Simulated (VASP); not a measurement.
# SrNiPF (P4/nmm) in VASP: single point with r2SCAN

Aim: the single point of SrNiPF with r2SCAN.

Program: VASP 6.6.1. These are calculated values, not measurements. Logs are shortened: lines on timing, memory, paths and dates and some standing lists are left out, and cuts for length are marked.

## (1) The crystal as given

It takes space group P4/nmm (No. 129, tetragonal). Conventional cell: a = 3.969 Å, b = 3.969 Å, c = 8.871 Å, α = 90.00°, β = 90.00°, γ = 90.00°. Sr (site symmetry 4mm) is surrounded by 4 F at 2.43 Å. F (site symmetry -4m2) is surrounded by 4 Sr at 2.43 Å. Ni (site symmetry -4m2) is surrounded by 4 P at 2.46 Å and 4 Ni at 2.81 Å. P (site symmetry 4mm) is surrounded by 4 Ni at 2.46 Å.

The cell was built by a generator and needn't be a form met in nature.

## (2) Single point, r2SCAN, collinear spin, typed start

File POSCAR:

```
SrNiPF
1.0
    3.9685659300      0.0000000000      0.0000000000
    0.0000000000      3.9685659300      0.0000000000
    0.0000000000      0.0000000000      8.8706214900
Sr F Ni P
2 2 2 2
Direct
    0.2500000000      0.2500000000      0.3424000000
    0.7500000000      0.7500000000      0.6576000000
    0.2500000000      0.7500000000      0.5000000000
    0.7500000000      0.2500000000      0.5000000000
    0.2500000000      0.7500000000      0.0000000000
    0.7500000000      0.2500000000      0.0000000000
    0.7500000000      0.7500000000      0.1642000000
    0.2500000000      0.2500000000      0.8358000000
```

File INCAR.step1:

```
SYSTEM = SrNiPF
ALGO = Normal ; EDIFF = 1E-4
ENCUT = 520 ; GGA = PE
ISMEAR = 1 ; ISPIN = 2
LASPH = .TRUE. ; LCHARG = .FALSE.
LMAXMIX = 4 ; LREAL = .FALSE.
LWAVE = .TRUE. ; MAGMOM = 0 0 0 0 0.9 0.9 0 0
NBANDS = 46 ; NELM = 150
PREC = Accurate ; SIGMA = 0.0536
```

File INCAR.step2:

```
SYSTEM = SrNiPF
ALGO = Normal ; EDIFF = 1E-7
ENCUT = 520 ; ISIF = 2
ISMEAR = 1 ; ISPIN = 2
ISTART = 1 ; LASPH = .TRUE.
LCHARG = .FALSE. ; LMAXMIX = 4
LMIXTAU = .TRUE. ; LORBIT = 11
LREAL = .FALSE. ; LWAVE = .FALSE.
MAGMOM = 0 0 0 0 0.9 0.9 0 0 ; METAGGA = R2SCAN
NBANDS = 46 ; NELM = 150
PREC = Accurate ; SIGMA = 0.0536
```

File KPOINTS:

```
k-points
0
G
  5 5 2
  0 0 0
```

Potentials or basis: VASP PAW PBE potentials, release 64 (Sr_sv, F, Ni, P).

Launch:

```console
> cat potpaw_PBE.64/Sr_sv/POTCAR potpaw_PBE.64/F/POTCAR potpaw_PBE.64/Ni/POTCAR potpaw_PBE.64/P/POTCAR > POTCAR
> cp INCAR.step1 INCAR
> mpirun -np 1 vasp_std > vasp.out
> cp INCAR.step2 INCAR
> mpirun -np 1 vasp_std > vasp.out
```

OUTCAR:

```text
SYSTEM = SrNiPF
   EDIFF = 1E-7
   ENCUT = 520
   ISIF = 2
   ISMEAR = 1
   ISPIN = 2
   ISTART = 1
   LASPH = .TRUE.
   LORBIT = 11
   LREAL = .FALSE.
   METAGGA = R2SCAN
   NELM = 150
   PREC = Accurate

 ion  position               nearest neighbor table
   1  0.250  0.250  0.342-   3 2.43   4 2.43   3 2.43   4 2.43   7 3.22   7 3.22   7 3.22   7 3.22
                             6 3.63   6 3.63   5 3.63   5 3.63   2 3.96   2 3.96   2 3.96   2 3.96
   2  0.750  0.750  0.658-   3 2.43   4 2.43   4 2.43   3 2.43   8 3.22   8 3.22   8 3.22   8 3.22
                             6 3.63   5 3.63   6 3.63   5 3.63   1 3.96   1 3.96   1 3.96   1 3.96
   3  0.250  0.750  0.500-   1 2.43   2 2.43   1 2.43   2 2.43
   4  0.750  0.250  0.500-   1 2.43   2 2.43   2 2.43   1 2.43
   5  0.250  0.750  0.000-   7 2.46   8 2.46   8 2.46   7 2.46   6 2.81   6 2.81   6 2.81   6 2.81
                             2 3.63   1 3.63   2 3.63   1 3.63
   6  0.750  0.250  0.000-   7 2.46   8 2.46   7 2.46   8 2.46   5 2.81   5 2.81   5 2.81   5 2.81
                             1 3.63   2 3.63   2 3.63   1 3.63
   7  0.750  0.750  0.164-   5 2.46   6 2.46   6 2.46   5 2.46   1 3.22   1 3.22   1 3.22   1 3.22

   8  0.250  0.250  0.836-   5 2.46   6 2.46   5 2.46   6 2.46   2 3.22   2 3.22   2 3.22   2 3.22

  LATTYP: Found a simple tetragonal cell.
 ALAT       =     3.9685659300
 C/A-ratio  =     2.2352208950

  Lattice vectors:

 A1 = (   3.9685659300,   0.0000000000,   0.0000000000)
 A2 = (   0.0000000000,   3.9685659300,   0.0000000000)
 A3 = (   0.0000000000,   0.0000000000,   8.8706214900)

Analysis of symmetry for initial positions (statically):
=====================================================================
 Subroutine PRICEL returns:
 Original cell was already a primitive cell.

 Routine SETGRP: Setting up the symmetry group for a
 simple tetragonal supercell.

 Subroutine GETGRP returns: Found 16 space group operations
 (whereof  4 operations were pure point group operations)
 out of a pool of 16 trial point group operations.

The static configuration has the point symmetry C_2h.
 The point group associated with its full space group is D_4h.

Analysis of symmetry for dynamics (positions and initial velocities):
=====================================================================
 Subroutine PRICEL returns:
 Original cell was already a primitive cell.

 Routine SETGRP: Setting up the symmetry group for a
 simple tetragonal supercell.

 Subroutine GETGRP returns: Found 16 space group operations
 (whereof  4 operations were pure point group operations)
 out of a pool of 16 trial point group operations.

The dynamic configuration has the point symmetry C_2h.
 The point group associated with its full space group is D_4h.

Analysis of structural, dynamic, and magnetic symmetry:
=====================================================================
 Subroutine PRICEL returns:
 Original cell was already a primitive cell.

 Routine SETGRP: Setting up the symmetry group for a
 simple tetragonal supercell.

 Subroutine GETGRP returns: Found 16 space group operations
 (whereof  4 operations were pure point group operations)
 out of a pool of 16 trial point group operations.

The overall configuration has the point symmetry C_2h.
 The point group associated with its full space group is D_4h.

 Subroutine INISYM returns: Found 16 space group operations
 (whereof  4 operations are pure point group operations),
 and found     1 'primitive' translations

----------------------------------------------------------------------------------------

                                     Primitive cell

  volume of cell :     139.7080

  direct lattice vectors                    reciprocal lattice vectors
     3.968565930  0.000000000  0.000000000     0.251980191  0.000000000  0.000000000
     0.000000000  3.968565930  0.000000000     0.000000000  0.251980191  0.000000000
     0.000000000  0.000000000  8.870621490     0.000000000  0.000000000  0.112731673

  length of vectors
     3.968565930  3.968565930  8.870621490     0.251980191  0.251980191  0.112731673

  position of ions in fractional coordinates (direct lattice)
[... 66 lines left out ...]
   NGX,Y,Z   is equivalent  to a cutoff of  12.57, 12.57, 13.12 a.u.
   NGXF,Y,Z  is equivalent  to a cutoff of  25.13, 25.13, 26.24 a.u.
 SYSTEM =  SrNiPF
   PREC   = accura    normal or accurate (medium, high low for compatibility)
   ISTART =      1    job   : 0-new  1-cont  2-samecut
   ICHARG =      0    charge: 1-file 2-atom 10-const
   ISPIN  =      2    spin polarized calculation?
   LNONCOLLINEAR =      F non collinear calculations
   LSORBIT =      F    spin-orbit coupling
   LASPH  =      T    aspherical Exc in radial PAW
   ENCUT  =  520.0 eV  38.22 Ry    6.18 a.u.   7.38  7.38 16.49*2*pi/ulx,y,z
   NELM   =    150;   NELMIN=  2; NELMDL=  0     # of ELM steps
   EDIFF  = 0.1E-06   stopping-criterion for ELM
   LREAL  =      F    real-space projection
   EDIFFG = 0.1E-05   stopping-criterion for IOM
   NSW    =      0    number of steps for IOM
   IBRION =     -1    ionic relax: 0-MD 1-quasi-New 2-CG
   NFREE  =      0    steps in history (QN), initial steepest desc. (CG)
   ISIF   =      2    stress and relaxation
   ISYM   =      2    0-nonsym 1-usesym 2-fastsym
   POTIM  = 0.5000    time-step for ionic-motion
   TEBEG  =    0.0;   TEEND  =   0.0 temperature during run
   PSTRESS=    0.0 pullay stress
   NELECT =      64.0000    total number of electrons
   NUPDOWN=      -1.0000    fix difference up-down
   EMIN   =  10.00;   EMAX   =-10.00  energy-range for DOS
   EFERMI =   0.00;   METHOD = LEGACY
   ISMEAR =     1;   SIGMA  =   0.05  broadening in eV -4-tet -1-fermi 0-gaus
   EFERMI_NEDOS =   21; number of points for ismear=-14 and -15
   IALGO  =     38    algorithm
   IMIX   =      4    mixing-type and parameters
     AMIX     =   0.40;   BMIX     =  1.00
     AMIX_MAG =   1.60;   BMIX_MAG =  1.00
  volume/ion in A,a.u.               =      17.46       117.85
  Fermi-wavevector in a.u.,A,eV,Ry     =   1.262005  2.384844 21.669409  1.592657
  Thomas-Fermi vector in A             =   2.395435
   LORBIT       =     11    0 simple, 1 ext, 2 COOP (PROOUT), +10 PAW based schemes
   METAGGA = R2SCAN    functional components
   LHFCALC =     F    Hartree Fock is set to
   AEXX    =    0.0000 exact exchange contribution
   IVDW    =     0    specifies the selected vdW correction
   LEPSILON=     F    determine dielectric tensor
   LRPA    =     F    only Hartree local field effects (RPA)
 spin polarized calculation
 Methfessel and Paxton  Order N= 1 SIGMA  =   0.05
  energy-cutoff  :      520.00
  volume of cell :      139.71
 maximum number of plane-waves:      3801
 NGX is ok and might be reduce to    30
   NGX = 15   NGY = 15   NGZ = 33

 number of electron      63.9999967 magnetization       0.0002281

 number of electron      63.9999967 magnetization      -0.0000790

 Free energy of the ion-electron system (eV)
  ---------------------------------------------------
  ext. energy  EPLUGINS =         0.00000000
  ---------------------------------------------------
  free energy    TOTEN  =       -93.91503583 eV

  energy without entropy =      -93.91415857  energy(sigma->0) =      -93.91474341

 E-fermi :   4.7657     XC(G=0): -10.7190

 val. band max:        4.7493019916   @ k =   0.2000   0.2000   0.0000
 cond. band min:       4.7977648418   @ k =   0.4000   0.2000   0.0000
 fundamental gap:      0.0484628501
 Fermi energy:         4.7657348304

 spin component 1

 k-point     1 :       0.0000    0.0000    0.0000
  band No.  band energies     occupation
      1     -31.5527      1.00000
      2     -31.4820      1.00000
      3     -21.5413      1.00000
      4     -21.1029      1.00000
      5     -13.0033      1.00000
      6     -13.0033      1.00000
[... 553 lines left out ...]
     43      11.7566      0.00000
     44      12.1231      0.00000
 Fermi energy:         4.7657348304

 spin component 2

 k-point     1 :       0.0000    0.0000    0.0000
  band No.  band energies     occupation
      1     -31.5527      1.00000
      2     -31.4820      1.00000
      3     -21.5413      1.00000
      4     -21.1029      1.00000
      5     -13.0033      1.00000
      6     -13.0033      1.00000
[... 553 lines left out ...]
     43      11.7566      0.00000
     44      12.1231      0.00000
 [bands above 44 left out]

------------------------ aborting loop because EDIFF is reached ----------------------------------------

  FORCE on cell =-STRESS in cart. coord.  units (eV):
  Direction    XX          YY          ZZ          XY          YZ          ZX
  --------------------------------------------------------------------------------------
  -------------------------------------------------------------------------------------
  Total       -5.0341633     -5.0341633     -7.2849884      0.0000000     -0.0000000      0.0000000
  in kB      -57.7320043    -57.7320043    -83.5445640      0.0000000     -0.0000000      0.0000000
  external PRESSURE =     -66.3361909 kB  Pullay stress =       0.0000000 kB

 VOLUME and BASIS-vectors are now :
 -----------------------------------------------------------------------------
  energy-cutoff  :      520.00
  volume of cell :      139.71
      direct lattice vectors                 reciprocal lattice vectors
     3.968565930  0.000000000  0.000000000     0.251980191  0.000000000  0.000000000
     0.000000000  3.968565930  0.000000000     0.000000000  0.251980191  0.000000000
     0.000000000  0.000000000  8.870621490     0.000000000  0.000000000  0.112731673

 POSITION                                       TOTAL-FORCE (eV/Angst)
 -----------------------------------------------------------------------------------
      0.99214      0.99214      3.03730         0.000000     -0.000000     -0.637484
      2.97642      2.97642      5.83332         0.000000      0.000000      0.637484
      0.99214      2.97642      4.43531        -0.000000     -0.000000      0.000000
      2.97642      0.99214      4.43531         0.000000      0.000000      0.000000
      0.99214      2.97642      0.00000        -0.000000      0.000000      0.000000
      2.97642      0.99214      0.00000        -0.000000      0.000000      0.000000
      2.97642      2.97642      1.45656        -0.000000     -0.000000     -2.883636
      0.99214      0.99214      7.41407         0.000000      0.000000      2.883636
 -----------------------------------------------------------------------------------
    total drift:                                0.000000      0.000000     -0.000000

  FREE ENERGIE OF THE ION-ELECTRON SYSTEM (eV)
  ---------------------------------------------------
  free  energy   TOTEN  =       -93.9150358286 eV

  energy  without entropy=      -93.9141585659  energy(sigma->0) =      -93.91474341

 total charge

# of ion       s       p       d       tot
------------------------------------------
    1        2.003   5.891   0.201   8.095
    2        2.003   5.891   0.201   8.095
    3        1.740   4.421   0.000   6.160
    4        1.740   4.421   0.000   6.160
    5        0.395   0.394   8.334   9.123
    6        0.395   0.394   8.334   9.123
    7        1.023   1.415   0.000   2.438
    8        1.023   1.415   0.000   2.438
--------------------------------------------------
tot         10.322  24.242  17.071  51.634

 magnetization (x)

# of ion       s       p       d       tot
------------------------------------------
    1        0.000  -0.000  -0.000  -0.000
    2        0.000  -0.000  -0.000  -0.000
    3       -0.000  -0.000   0.000  -0.000
    4       -0.000  -0.000   0.000  -0.000
    5       -0.000  -0.000  -0.000  -0.000
    6       -0.000  -0.000  -0.000  -0.000
    7       -0.000  -0.000   0.000  -0.000
    8       -0.000  -0.000   0.000  -0.000
--------------------------------------------------
tot         -0.000  -0.000  -0.000  -0.000
```

It took 6.8 min on 1 thread of Intel Xeon 6975P-C (Granite Rapids), shared host; peak memory 0.39 GiB.

Results:

| Property | Result |
| --- | --- |
| Free energy | -93.9150 eV |
| Pressure | -6.6 GPa |
| Largest force | 2.884 eV/Å |
| Band gap on the k mesh | none (metal or under the smearing width) |
| Net moment | 0.00 μB per cell |
| Valence electrons inside the program's atomic spheres | Sr 8.10; F 6.16; Ni 9.12; P 2.44 |

Forces in eV/Å, atoms in the order of the input:
```
Sr   0.000  0.000 -0.637
Sr   0.000  0.000  0.637
F    0.000  0.000  0.000
F    0.000  0.000  0.000
Ni   0.000  0.000  0.000
Ni   0.000  0.000  0.000
P    0.000  0.000 -2.884
P    0.000  0.000  2.884
```

Stress tensor (GPa, compression positive):
```
-5.77  0.00  0.00
 0.00 -5.77  0.00
 0.00  0.00 -8.35
```

Caveat: the PAW data sets were made with another functional, which shifts forces and pressure a little; semilocal functionals often make such compounds metallic where correlation or magnetic order opens a gap, which also shifts bond lengths. With open d or f shells a metallic result of r2SCAN can be an artefact of self-interaction; +U or a hybrid may open a gap.
